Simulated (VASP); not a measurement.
The input files of a VASP run:

### KPOINTS
```
Automatic mesh
0
Gamma
3 3 3
0 0 0
```

**INCAR**
```
SYSTEM=ScZn3
PREC=Accurate; ENCUT=300; LREAL=.FALSE.
LASPH=.TRUE.
EDIFF=1E-6; NELM=100; ALGO=Normal
LMAXMIX=4
ISMEAR=-1; SIGMA=0.05
ISIF=2
LWAVE=.FALSE.; LCHARG=.FALSE.
```

### POSCAR
```
ScZn3
1.0
  5.8068450000   0.0000000000   0.0000000000
 -2.9034220000   5.0288750000   0.0000000000
  0.0000000000   0.0000000000   4.2897790000
Sc Zn
2 6
Direct
  0.3333330000   0.6666670000   0.7500000000
  0.6666670000   0.3333330000   0.2500000000
  0.8426650000   0.6853300000   0.7500000000
  0.1573350000   0.3146700000   0.2500000000
  0.1573350000   0.8426650000   0.2500000000
  0.8426650000   0.1573350000   0.7500000000
  0.3146700000   0.1573350000   0.7500000000
  0.6853300000   0.8426650000   0.2500000000
```

POTCAR, in this order: Sc_sv Zn (LDA.64 set). Program: vasp_std.

**Question.** Write an equivalent input for Quantum ESPRESSO's pw.x.

**Answer.** One equivalent input (not run):
```
&CONTROL
  calculation = 'scf'
  pseudo_dir = './pseudo'
  outdir = './out'
  tprnfor = .true.
  tstress = .true.
/
&SYSTEM
  ibrav = 0
  nat = 8
  ntyp = 2
  ecutwfc = 84
  occupations = 'smearing'
  smearing = 'fermi-dirac'
  degauss = 0.003675
  input_dft = 'pz'
/
&ELECTRONS
  conv_thr = 7.3e-08
  electron_maxstep = 100
/
ATOMIC_SPECIES
  Sc 44.956 Sc.upf
  Zn 65.380 Zn.upf
CELL_PARAMETERS angstrom
     5.8068450    0.0000000    0.0000000
    -2.9034220    5.0288750    0.0000000
     0.0000000    0.0000000    4.2897790
ATOMIC_POSITIONS crystal
  Sc   0.3333330  0.6666670  0.7500000
  Sc   0.6666670  0.3333330  0.2500000
  Zn   0.8426650  0.6853300  0.7500000
  Zn   0.1573350  0.3146700  0.2500000
  Zn   0.1573350  0.8426650  0.2500000
  Zn   0.8426650  0.1573350  0.7500000
  Zn   0.3146700  0.1573350  0.7500000
  Zn   0.6853300  0.8426650  0.2500000
K_POINTS automatic
  3 3 3 0 0 0
```
What does not carry over: the potentials are each code's own (VASP's PAW set, PseudoDojo norm-conserving files in pw.x), so ENCUT and ecutwfc are chosen apart and not converted; conv_thr bounds pw.x's estimated SCF error, while EDIFF bounds the energy change between steps.

The structure comes from a computed database's ScZn3 entry (P6_3/mmc); how it stands against other phases isn't given here. The cell was not relaxed at this level. The k-mesh is coarse (spacing up to 0.49 per Å, 2π included), so the numbers may not be converged in it. The run is one of a series of settings (KPOINTS 3×3×3 Γ-centred mesh against the base run), some of them coarse on purpose.
